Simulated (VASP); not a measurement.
# Lattice of Calcium, functional by functional, part 2 of 2

Aim: relax Calcium at several levels of theory and compare the cells. The starting structure is a measured crystal structure from the Crystallography Open Database. The first relaxation on each setting starts from this cell expanded by 3 % in volume.

VASP 6.6.1.

Results so far: PBEsol 40.56 Å³ an atom; LDA 37.97 Å³ an atom; PBE 42.16 Å³ an atom; PBEsol + D3(BJ) 38.22 Å³ an atom.

## 6. Relaxation with r2SCAN (continued)

Level of this step: r2SCAN; plane waves and PAW (Ca_sv) (VASP).

OUTCAR, selected parts (step 6):

```text
  Total        0.0014098      0.0014098      0.0014098      0.0000000      0.0000000      0.0000000
  in kB        0.0521741      0.0521741      0.0521741      0.0000000      0.0000000      0.0000000
  external PRESSURE =       0.0521741 kB  Pullay stress =       0.0000000 kB

 POSITION                                       TOTAL-FORCE (eV/Angst)
 -----------------------------------------------------------------------------------
      0.00000      0.00000      0.00000        -0.000000      0.000000     -0.000000
 -----------------------------------------------------------------------------------
    total drift:                               -0.000000     -0.000000     -0.000000

  FREE ENERGIE OF THE ION-ELECTRON SYSTEM (eV)
  ---------------------------------------------------
  free  energy   TOTEN  =        -7.0307379444 eV

  energy  without entropy=       -7.0299454706  energy(sigma->0) =       -7.03047379

[... 2 parts as in an earlier step ...]

[... 2 further parts left out ...]
[key lines of the parts left out:]
E-fermi :   1.8876
```

With r2SCAN the relaxed cell holds 43.292 Å³ an atom, -0.78 % against the measured cell, with a = 5.574 Å. That is +6.75 % from PBEsol.

## 7. Relaxation with r2SCAN + rVV10

rVV10 adds a nonlocal correlation energy for dispersion. This run starts from the cell of an earlier relaxation, which isn't shown; the restart sets up the plane waves anew.

The input, INCAR:

```
SYSTEM = Ca
PREC = Accurate
ENCUT = 450
EDIFF = 1E-06
NELM = 100
ISMEAR = 1
SIGMA = 0.15
LREAL = .FALSE.
ALGO = Normal
METAGGA = R2SCAN
LUSE_VDW = .TRUE.
IVDW_NL = 2
BPARAM = 11.95
CPARAM = 0.0093
LASPH = .TRUE.
NBANDS = 11
LORBIT = 11
LWAVE = .FALSE.
LCHARG = .FALSE.
KPAR = 4
IBRION = 2
NSW = 50
ISIF = 3
EDIFFG = -0.006
```

The input, POSCAR:

```
Ca
1.0
    0.0000000000      2.7769299356      2.7769299356
    2.7769299356      0.0000000000      2.7769299356
    2.7769299356      2.7769299356      0.0000000000
Ca
1
Direct
    0.0000000000      0.0000000000      0.0000000000
```

The input, KPOINTS:

```
Automatic mesh
0
Gamma
14 14 14
0 0 0
```

Potentials, in the order of the species: Ca_sv (PBE family, release 64).

On the command line:

```console
mpirun -np 4 vasp_std
```

What it wrote:

```text
[banner, memory and clock lines left out]
running    4 mpi-ranks, on    1 nodes
[...]
|                                                                             |
|               ----> ADVICE to this user running VASP <----                  |
|                                                                             |
|     You have switched on vdW-DFT.                                           |
|     This routine was written and supplied by Jiri Klimes. We recommend      |
|     that you carefully read and cite the following publications:            |
|       J. Klimes, D.R. Bowler, A. Michelides                                 |
|          J. Phys.: Cond Matt. 22 022201 (2010)                              |
|       J. Klimes, D.R. Bowler, A. Michelides                                 |
|          Phys. Rev. B. 83, 195131 (2011)                                    |
|     and references therein.                                                 |
|                                                                             |

[...]
DAV:  13    -0.674642705818E+01   -0.29691E-04   -0.37263E-05  3879   0.462E-02    0.159E-02
Total rVV10 correction in eV:      0.2838063    10.0005837
Total rVV10 correction in eV:      0.2838063    10.0005837
Total rVV10 correction in eV:      0.2838063    10.0005837
Total rVV10 correction in eV:      0.2838063    10.0005837
DAV:  14    -0.674642921963E+01   -0.21615E-05   -0.81411E-06  3597   0.162E-02    0.231E-03
Total rVV10 correction in eV:      0.2838081    10.0005837
Total rVV10 correction in eV:      0.2838081    10.0005837
Total rVV10 correction in eV:      0.2838081    10.0005837
Total rVV10 correction in eV:      0.2838081    10.0005837
DAV:  15    -0.674642828795E+01    0.93168E-06   -0.23513E-07  1707   0.404E-03
Total rVV10 correction in eV:      0.2838073    10.0005837
Total rVV10 correction in eV:      0.2838073    10.0005837
Total rVV10 correction in eV:      0.2838073    10.0005837
Total rVV10 correction in eV:      0.2838073    10.0005837
Total rVV10 correction in eV:      0.2838080    10.0005837
Total rVV10 correction in eV:      0.2838080    10.0005837
Total rVV10 correction in eV:      0.2838080    10.0005837
Total rVV10 correction in eV:      0.2838080    10.0005837
   1 F= -.67464283E+01 E0= -.67461397E+01  d E =-.674643E+01
[...]
reached required accuracy - stopping structural energy minimisation
```

It took 58 s on 4 MPI ranks of Intel Xeon Platinum 8488C (Sapphire Rapids), shared host; peak memory 1.1 GiB; 3.6 min of CPU time.

Parts of OUTCAR (step 7):

```text
  Total       -0.0013075     -0.0013075     -0.0013075      0.0000000      0.0000000     -0.0000000
  in kB       -0.0489139     -0.0489139     -0.0489139      0.0000000      0.0000000     -0.0000000
  external PRESSURE =      -0.0489139 kB  Pullay stress =       0.0000000 kB

  FREE ENERGIE OF THE ION-ELECTRON SYSTEM (eV)
  ---------------------------------------------------
  free  energy   TOTEN  =        -6.7464282880 eV

  energy  without entropy=       -6.7455624735  energy(sigma->0) =       -6.74613968

[... 3 parts as in an earlier step ...]

[... 2 further parts left out ...]
[key lines of the parts left out:]
E-fermi :   1.9133
```

With r2SCAN + rVV10 the relaxed cell holds 42.828 Å³ an atom, -1.84 % against the measured cell, with a = 5.554 Å. That is +5.60 % from PBEsol.

## 8. All runs side by side

```tsv
level	volume (Å³/atom)	against the measured cell (%)	a (Å)	pressure left (GPa)	core minutes
PBEsol	40.555	-7.05	5.4538	0.0	1.68
LDA	37.966	-12.99	5.3352	-0.01	1.6
PBE	42.162	-3.37	5.5249	0.01	1.39
PBEsol + D3(BJ)	38.217	-12.41	5.3469	-0.01	1.6
r2SCAN	43.292	-0.78	5.5739	0.01	8.13
r2SCAN + rVV10	42.828	-1.84	5.5539	0.0	13.7
```

Core minutes are wall time times ranks, summed over the relaxations behind a row (those for a bulk modulus apart), on shared hosts.

## 9. What came out

| Item | Value |
| --- | --- |
| volume, PBEsol | 40.56 Å³/atom |
| volume, LDA | 37.97 Å³/atom |
| volume, PBE | 42.16 Å³/atom |
| volume, PBEsol + D3(BJ) | 38.22 Å³/atom |
| volume, r2SCAN | 43.29 Å³/atom |
| volume, r2SCAN + rVV10 | 42.83 Å³/atom |

In words: Across 6 levels the volume of Calcium spans 14.0 %, from 37.97 Å³ an atom (LDA) to 43.29 Å³ (r2SCAN). Against the measured volume of the starting structure, r2SCAN comes nearest (-0.8 %) and LDA lies farthest (-13.0 %). The measured cell holds zero-point expansion and, unless it was taken cold, thermal expansion, which the runs lack, so small differences decide nothing. Adding D3(BJ) to PBEsol changes the volume by -5.8 %. Adding rVV10 to r2SCAN changes the volume by -1.1 %. LASPH is on in some of these runs and off in others, which adds a little to the differences. All runs keep the symmetry of the start, so they can't find a distortion of lower symmetry. Further runs on this material are not shown.

[Lines on the potential files, build, host, timing and source positions are cut from VASP's logs without a mark.]

[Logs are printed without paths, hosts, clocks, repeated set-up lines and the standing remarks that a program may print on its own settings, such as how far it seeks lower states.]

[Hosts, paths, dates, database ids (printed as entryN), source tags and the programs' standing remarks are cut or masked in the printed files.]
